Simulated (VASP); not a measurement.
```
CELL_PARAMETERS angstrom
      0.00000     3.16000     3.16000
      3.16000     0.00000     3.16000
      3.16000     3.16000     0.00000
ATOMIC_POSITIONS crystal
  Sn 0.00000 0.00000 0.00000
  Te 0.50000 0.50000 0.50000
```

Method: optB86b-vdW, VASP's PBE PAW potentials (set 64) (plane waves; VASP). Settings: 520 eV cut-off, 7×7×7 Γ-centred mesh, Gaussian smearing of 0.050 eV, potentials Sn_d Te.

### Question
The ions, cell shape and volume are relaxed. Give the cell that the relaxation ends in.

### Answer

```
CELL_PARAMETERS angstrom
      0.00000     3.17820     3.17820
      3.17820     0.00000     3.17820
      3.17820     3.17820     0.00000
ATOMIC_POSITIONS crystal
  Sn 0.00000 0.00000 0.00000
  Te 0.50000 0.50000 0.50000
```
Space group Fm-3m (225), at a tolerance of 0.03 Å.

### Question
How do energy and volume change from the first to the last step?

### Answer
The energy (σ→0) changes by -1.3 meV/atom and the volume by +1.7 %, in 3 ionic steps.

The compound is SnTe in the rock salt structure, which distorts at low temperature. This run relaxes it. Symmetry was kept, so distortions that lower it aren't found.
